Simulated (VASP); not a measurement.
OSZICAR of a VASP run on BN (hex):

File OSZICAR:
```
       N       E                     dE             d eps       ncg     rms          rms(c)
DAV:   1     0.762970783346E+02    0.76297E+02   -0.90933E+03  1008   0.142E+03
DAV:   2    -0.345535323616E+02   -0.11085E+03   -0.10097E+03  1492   0.295E+02
DAV:   3    -0.399697628291E+02   -0.54162E+01   -0.53798E+01  1284   0.689E+01
DAV:   4    -0.400342348540E+02   -0.64472E-01   -0.64404E-01  1256   0.766E+00
DAV:   5    -0.400352955911E+02   -0.10607E-02   -0.10605E-02  1276   0.966E-01    0.110E+01
DAV:   6    -0.369668419604E+02    0.30685E+01   -0.75541E+00  1164   0.238E+01    0.500E+00
DAV:   7    -0.366696404227E+02    0.29720E+00   -0.45424E-01  1264   0.640E+00    0.306E+00
DAV:   8    -0.365817178621E+02    0.87923E-01   -0.28320E-01  1220   0.413E+00    0.429E-01
DAV:   9    -0.365780981085E+02    0.36198E-02   -0.13223E-02  1220   0.106E+00    0.171E-01
DAV:  10    -0.365788162107E+02   -0.71810E-03   -0.10234E-03  1244   0.272E-01    0.372E-02
DAV:  11    -0.365789093794E+02   -0.93169E-04   -0.15315E-04  1280   0.116E-01    0.225E-02
DAV:  12    -0.365789075856E+02    0.17938E-05   -0.37217E-05  1188   0.546E-02    0.328E-03
DAV:  13    -0.365789077566E+02   -0.17098E-06   -0.14082E-06   924   0.114E-02
   1 F= -.35421525E+02 E0= -.35421525E+02  d E =-.354215E+02
       N       E                     dE             d eps       ncg     rms          rms(c)
DAV:   1    -0.365964302673E+02   -0.17523E-01   -0.16825E+00  1108   0.138E+01    0.178E+00
DAV:   2    -0.365311225988E+02    0.65308E-01   -0.15425E-01  1188   0.373E+00    0.540E-01
DAV:   3    -0.365280944535E+02    0.30281E-02   -0.20259E-02  1168   0.133E+00    0.177E-01
DAV:   4    -0.365275426004E+02    0.55185E-03   -0.11115E-03  1248   0.332E-01    0.964E-02
DAV:   5    -0.365274047486E+02    0.13785E-03   -0.34075E-04  1212   0.150E-01    0.424E-02
DAV:   6    -0.365273969903E+02    0.77583E-05   -0.48566E-05  1268   0.732E-02    0.574E-03
DAV:   7    -0.365273969309E+02    0.59399E-07   -0.13692E-06   924   0.127E-02
   2 F= -.35418174E+02 E0= -.35418174E+02  d E =0.335123E-02
       N       E                     dE             d eps       ncg     rms          rms(c)
DAV:   1    -0.365873730603E+02   -0.59976E-01   -0.46608E-01  1108   0.717E+00    0.948E-01
DAV:   2    -0.365688017206E+02    0.18571E-01   -0.45527E-02  1168   0.202E+00    0.274E-01
DAV:   3    -0.365680283849E+02    0.77334E-03   -0.51532E-03  1180   0.668E-01    0.910E-02
DAV:   4    -0.365678611929E+02    0.16719E-03   -0.30083E-04  1216   0.170E-01    0.476E-02
DAV:   5    -0.365678190742E+02    0.42119E-04   -0.90305E-05  1204   0.764E-02    0.208E-02
DAV:   6    -0.365678158694E+02    0.32047E-05   -0.10375E-05  1276   0.348E-02    0.270E-03
DAV:   7    -0.365678158690E+02    0.40905E-09   -0.26927E-07   652   0.575E-03
   3 F= -.35433300E+02 E0= -.35433300E+02  d E =-.117751E-01
       N       E                     dE             d eps       ncg     rms          rms(c)
DAV:   1    -0.366163032659E+02   -0.48487E-01   -0.16042E+00  1008   0.113E+01    0.106E+00
DAV:   2    -0.365772552373E+02    0.39048E-01   -0.59361E-02  1100   0.234E+00    0.452E-01
DAV:   3    -0.365682732779E+02    0.89820E-02   -0.19454E-02  1220   0.119E+00    0.165E-01
DAV:   4    -0.365673029452E+02    0.97033E-03   -0.23265E-03  1300   0.450E-01    0.592E-02
DAV:   5    -0.365672080934E+02    0.94852E-04   -0.52606E-04  1212   0.199E-01    0.342E-02
DAV:   6    -0.365672062607E+02    0.18327E-05   -0.42494E-05  1200   0.673E-02    0.502E-03
DAV:   7    -0.365672070920E+02   -0.83134E-06   -0.19747E-06  1064   0.140E-02
   4 F= -.35451119E+02 E0= -.35451119E+02  d E =-.178182E-01
       N       E                     dE             d eps       ncg     rms          rms(c)
DAV:   1    -0.370053566527E+02   -0.43815E+00   -0.15392E+01  1012   0.357E+01    0.329E+00
DAV:   2    -0.366465973615E+02    0.35876E+00   -0.57178E-01  1112   0.723E+00    0.141E+00
DAV:   3    -0.365646699536E+02    0.81927E-01   -0.17533E-01  1220   0.365E+00    0.513E-01
DAV:   4    -0.365556279221E+02    0.90420E-02   -0.20496E-02  1304   0.134E+00    0.181E-01
DAV:   5    -0.365548816408E+02    0.74628E-03   -0.42115E-03  1196   0.573E-01    0.105E-01
DAV:   6    -0.365548273041E+02    0.54337E-04   -0.33462E-04  1224   0.190E-01    0.178E-02
DAV:   7    -0.365548315541E+02   -0.42501E-05   -0.18001E-05  1144   0.431E-02    0.353E-03
DAV:   8    -0.365548327441E+02   -0.11900E-05   -0.14801E-06  1048   0.119E-02    0.316E-03
DAV:   9    -0.365548326589E+02    0.85266E-07   -0.10519E-07   616   0.410E-03
   5 F= -.35494139E+02 E0= -.35494139E+02  d E =-.608388E-01
       N       E                     dE             d eps       ncg     rms          rms(c)
DAV:   1    -0.383123192159E+02   -0.17575E+01   -0.71559E+01  1008   0.797E+01    0.712E+00
DAV:   2    -0.368233281384E+02    0.14890E+01   -0.25753E+00  1172   0.155E+01    0.309E+00
DAV:   3    -0.364707720093E+02    0.35256E+00   -0.75290E-01  1180   0.788E+00    0.111E+00
DAV:   4    -0.364329325685E+02    0.37839E-01   -0.79812E-02  1304   0.267E+00    0.387E-01
DAV:   5    -0.364302664404E+02    0.26661E-02   -0.14815E-02  1196   0.111E+00    0.217E-01
DAV:   6    -0.364299522600E+02    0.31418E-03   -0.11234E-03  1272   0.349E-01    0.421E-02
DAV:   7    -0.364299561679E+02   -0.39080E-05   -0.59938E-05  1172   0.861E-02    0.551E-03
DAV:   8    -0.364299573249E+02   -0.11570E-05   -0.23004E-06  1040   0.162E-02    0.427E-03
DAV:   9    -0.364299572988E+02    0.26121E-07   -0.26140E-07   660   0.626E-03
   6 F= -.35480568E+02 E0= -.35480568E+02  d E =-.472681E-01
       N       E                     dE             d eps       ncg     rms          rms(c)
DAV:   1    -0.374313072991E+02   -0.10013E+01   -0.29248E+01  1008   0.476E+01    0.443E+00
DAV:   2    -0.367213927745E+02    0.70991E+00   -0.94467E-01  1168   0.103E+01    0.198E+00
DAV:   3    -0.365473828590E+02    0.17401E+00   -0.41652E-01  1196   0.564E+00    0.693E-01
DAV:   4    -0.365319420396E+02    0.15441E-01   -0.44948E-02  1296   0.203E+00    0.269E-01
DAV:   5    -0.365291590615E+02    0.27830E-02   -0.11962E-02  1212   0.925E-01    0.129E-01
DAV:   6    -0.365290845360E+02    0.74526E-04   -0.66169E-04  1220   0.268E-01    0.192E-02
DAV:   7    -0.365290890554E+02   -0.45194E-05   -0.24618E-05  1196   0.502E-02    0.578E-03
DAV:   8    -0.365290910990E+02   -0.20436E-05   -0.31161E-06  1200   0.172E-02    0.408E-03
DAV:   9    -0.365290909083E+02    0.19071E-06   -0.52319E-07   644   0.715E-03
   7 F= -.35509877E+02 E0= -.35509877E+02  d E =-.765770E-01
       N       E                     dE             d eps       ncg     rms          rms(c)
DAV:   1    -0.365394340997E+02   -0.10343E-01   -0.70589E-01  1008   0.757E+00    0.701E-01
DAV:   2    -0.365229890360E+02    0.16445E-01   -0.24935E-02  1144   0.156E+00    0.304E-01
DAV:   3    -0.365191520166E+02    0.38370E-02   -0.85143E-03  1196   0.817E-01    0.107E-01
DAV:   4    -0.365187597907E+02    0.39223E-03   -0.92916E-04  1296   0.288E-01    0.387E-02
DAV:   5    -0.365187198313E+02    0.39959E-04   -0.20451E-04  1192   0.126E-01    0.211E-02
DAV:   6    -0.365187175751E+02    0.22562E-05   -0.14110E-05  1220   0.392E-02    0.350E-03
DAV:   7    -0.365187177094E+02   -0.13423E-06   -0.54630E-07   664   0.832E-03
   8 F= -.35510645E+02 E0= -.35510645E+02  d E =-.773450E-01
       N       E                     dE             d eps       ncg     rms          rms(c)
DAV:   1    -0.365362491616E+02   -0.17532E-01   -0.26175E-01  1096   0.557E+00    0.666E-01
DAV:   2    -0.365282444525E+02    0.80047E-02   -0.18034E-02  1224   0.131E+00    0.223E-01
DAV:   3    -0.365278302904E+02    0.41416E-03   -0.24660E-03  1172   0.469E-01    0.745E-02
DAV:   4    -0.365277286445E+02    0.10165E-03   -0.20619E-04  1256   0.138E-01    0.383E-02
DAV:   5    -0.365277026767E+02    0.25968E-04   -0.46662E-05  1220   0.593E-02    0.156E-02
DAV:   6    -0.365277007800E+02    0.18967E-05   -0.52593E-06  1144   0.233E-02    0.298E-03
DAV:   7    -0.365277007670E+02    0.13036E-07   -0.17227E-07   604   0.465E-03
   9 F= -.35502776E+02 E0= -.35502776E+02  d E =0.786960E-02
       N       E                     dE             d eps       ncg     rms          rms(c)
DAV:   1    -0.365277712671E+02   -0.70487E-04   -0.18003E-01  1100   0.465E+00    0.551E-01
DAV:   2    -0.365223479290E+02    0.54233E-02   -0.11984E-02  1224   0.107E+00    0.188E-01
DAV:   3    -0.365220573514E+02    0.29058E-03   -0.17500E-03  1160   0.396E-01    0.622E-02
DAV:   4    -0.365219922674E+02    0.65084E-04   -0.14406E-04  1252   0.116E-01    0.324E-02
DAV:   5    -0.365219778647E+02    0.14403E-04   -0.32480E-05  1208   0.497E-02    0.134E-02
DAV:   6    -0.365219774034E+02    0.46128E-06   -0.39089E-06  1116   0.201E-02
  10 F= -.35511002E+02 E0= -.35511002E+02  d E =-.357137E-03
```

**Question.** Which electronic solver shows in the log?

**Answer.** It is blocked Davidson (ALGO = Normal, or the opening steps of other solvers). The INCAR had ALGO = Normal.

**Question.** Can the final energy be trusted as converged?

**Answer.** The calculation finished and met its thresholds. It stopped with EDIFF = 1E-6, NELM = 100, NSW = 40 and EDIFFG = -0.02 after 10 ionic steps (PBEsol GGA, plane waves, VASP's PBE PAW potentials (set 64)). Energy and stress use the plane-wave basis of the starting cell. Without a dispersion term in the relaxation, distances and binding between the weakly bound layers, chains or molecules are unreliable, and so is what depends on them.

The compound is BN in the hex structure. This run relaxes it under an external pressure of 5 GPa. Symmetry was kept, so distortions that lower it aren't found.
